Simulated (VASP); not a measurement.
Li2Si4P, 7 atoms in the cell. The structure is hexagonal, space group P6/mmm (No. 191). Conventional cell: a = 5.526 Å, b = 5.526 Å, c = 4.406 Å, α = 90.00°, β = 90.00°, γ = 120.00°. Li (site symmetry -6m2) has 3 Si at 1.60 Å as nearest neighbours. Around Si (site symmetry mmm) lie 2 Li at 1.60 Å. Si (site symmetry 6/mmm) has 2 P at 2.20 Å as nearest neighbours. Around P (site symmetry 6/mmm) lie 2 Si at 2.20 Å. The cell was built by a generator and needn't be a form met in nature. The cell isn't the ideal one: random cell by space group and Wyckoff sites (P6/mmm, No. 191).

| Quantity | Value |
| --- | --- |
| Program | VASP 6.6.1 |
| Task | relaxation of cell and atoms |
| Functional | PBE |
| Potentials or basis | VASP PAW PBE potentials, release 64 (Li_sv, Si, P) |
| Cutoff | 600 eV |
| k mesh | 6 × 6 × 4 |
| Occupations | gaussian, width 0.1 eV |
| Spin | no spin polarisation |
| Dipole correction | no |
| Further INCAR settings | ALGO = Fast; EDIFF = 1e-07; IBRION = 2; EDIFFG = -0.04; NSW = 90; ISIF = 3 |

Potentials or basis: VASP PAW PBE potentials, release 64 (Li_sv, Si, P).

Run with:

```sh
$ cat potpaw_PBE.64/Li_sv/POTCAR potpaw_PBE.64/Si/POTCAR potpaw_PBE.64/P/POTCAR > POTCAR
$ mpirun -np 1 vasp_std > vasp.out
```

Hardware: 1 thread of Intel(R) Xeon(R) Platinum 8559C (Emerald Rapids), with other jobs on the host.

Problem. How long does it take, and how much memory?

Solution. It took 32 min on 1 thread of Intel(R) Xeon(R) Platinum 8559C (Emerald Rapids), on a shared host, peak memory 0.33 GiB. Counts: scf iterations 1053, k points 21, ion steps 15.
